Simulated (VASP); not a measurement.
## WSb (relaxed from the zinc blende structure, space group F-43m): computed properties

Level of theory: PBEsol GGA, VASP's PBE PAW potentials (set 64) (plane waves; VASP).

```
Item                                                                  Result
----------------------------------  ----------------------------------------
space group                                                      F-43m (216)
cell                                 a = b = c = 6.074 Å, α = β = γ = 90.00°
volume per atom                                                28.00 Å³/atom
band gap (over mesh and band path)  none (metal, semimetal or under 0.01 eV)
density                                                           9.06 g/cm³
```

```xyz
2
Lattice="0.0000 3.0368 3.0368 3.0368 0.0000 3.0368 3.0368 3.0368 0.0000" Properties=species:S:1:pos:R:3 pbc="T T T"
W      0.0000     0.0000     0.0000
Sb     1.5184     1.5184     1.5184
```

Unless said otherwise, spin-orbit coupling is left out, though it shifts the bands of the heavy elements here.

The structure was generated: WSb was put into the zinc blende type (F-43m), which need not be its known phase. It was relaxed first, which changed the volume by -33 %. Symmetry was kept, so distortions that lower it aren't found. The electron count is odd and the run is not spin-polarised, which forces a metal.
